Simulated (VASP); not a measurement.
Data:

```yaml
crystal:
  lattice:
    - [3.38152, 0.00000, 0.00000]
    - [-1.69076, 2.92848, 0.00000]
    - [0.00000, 0.00000, 9.63967]
  atoms:
    - { symbol: Y, position: [0.00000, 0.00000, 0.00000] }
    - { symbol: Y, position: [0.00000, 0.00000, 0.50000] }
    - { symbol: Al, position: [0.33333, 0.66667, 0.25000] }
    - { symbol: Al, position: [0.66667, 0.33333, 0.75000] }
```

All values below come from LDA (Ceperley-Alder, Perdew-Zunger), VASP's LDA PAW potentials (set 64) (plane waves; VASP). Numerical set-up: 400 eV cut-off, 12×12×4 Γ-centred mesh, tetrahedra with Blöchl corrections, potentials Y_sv Al.

Estimate the energy per atom (σ→0), band gap (on the k-mesh) with the smallest direct gap where there is one.

The band gap (on the k-mesh) comes out as none (metal, semimetal or under 0.01 eV). The energy per atom (σ→0) comes out as -5.660 eV/atom.

Only differences to runs with the same potentials and settings are physical.

The structure was generated: YAl was put into the NiAs type type (P6_3/mmc), which need not be its known phase. It was relaxed first, which changed the volume by -35 %.
